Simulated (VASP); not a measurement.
# LiSnGe: single point with PBE

LiSnGe:

```
Li Sn Ge
1.0
     6.49185   -1.19703    0.31149
     0.19205    6.59071    0.00837
    -0.46695   -0.18185    6.10474
Li Sn Ge
4 4 4
Direct
  0.88655 0.41830 0.41692
  0.80628 0.81448 0.50690
  0.85285 0.17264 0.94675
  0.17344 0.10451 0.29258
  0.57122 0.07038 0.22530
  0.94579 0.75651 0.00366
  0.17449 0.47284 0.74542
  0.49843 0.65651 0.05139
  0.22410 0.74438 0.37558
  0.58542 0.41144 0.68132
  0.16758 0.01574 0.71420
  0.55059 0.96687 0.76347
```

The cell was built by a generator and needn't be a form met in nature.

```json
{
 "Program": "VASP 6.6.1",
 "Task": "single point",
 "Functional": "PBE",
 "Potentials or basis": "VASP PAW PBE potentials, release 64 (Li_sv, Sn_d, Ge_d)",
 "Cutoff": "520 eV",
 "k mesh": "2 × 2 × 3",
 "Occupations": "fermi-dirac, width 0.1 eV",
 "Spin": "no spin polarisation",
 "Dipole correction": "no",
 "Further INCAR settings": "ALGO = Fast; EDIFF = 1e-06; NBANDS = 74"
}
```

```
Largest force          : 1.416 eV/Å
Band gap on the k mesh : none (metal or under the smearing width)
```

Forces on the atoms (eV/Å):
```
Li  -0.162 -0.208 -0.507
Li   0.054  0.049 -0.075
Li   0.757  0.544 -0.433
Li  -0.285  0.578 -0.117
Sn   0.233  0.826  0.778
Sn   0.137 -0.344  0.246
Sn  -0.103 -0.499 -0.383
Sn   0.070 -1.296  0.441
Ge  -0.314 -0.200  0.479
Ge  -0.054 -0.748  0.168
Ge   0.531  0.365  0.023
Ge  -0.865  0.933 -0.620
```

Levels at points of the mesh, in eV from the Fermi level:
```tsv
k point	band 60	band 61	band 62	band 63	band 64	band 65
(0.00, 0.00, 0.00)	-1.29	-0.98	-0.45	0.26	0.56	0.66
(0.50, 0.00, 0.00)	-1.10	-0.78	-0.40	0.18	0.24	0.59
(0.00, 0.50, 0.00)	-0.99	-0.58	-0.21	-0.16	0.21	1.11
(0.50, 0.50, 0.00)	-1.04	-0.52	-0.24	0.16	0.48	0.93
```

It took 12 min on 1 thread of Intel(R) Xeon(R) Platinum 8559C (Emerald Rapids), with other jobs on the host, peak memory 0.42 GiB.

Caveat: the k mesh is coarse (spacing up to 0.48 Å⁻¹), so the values aren't converged.
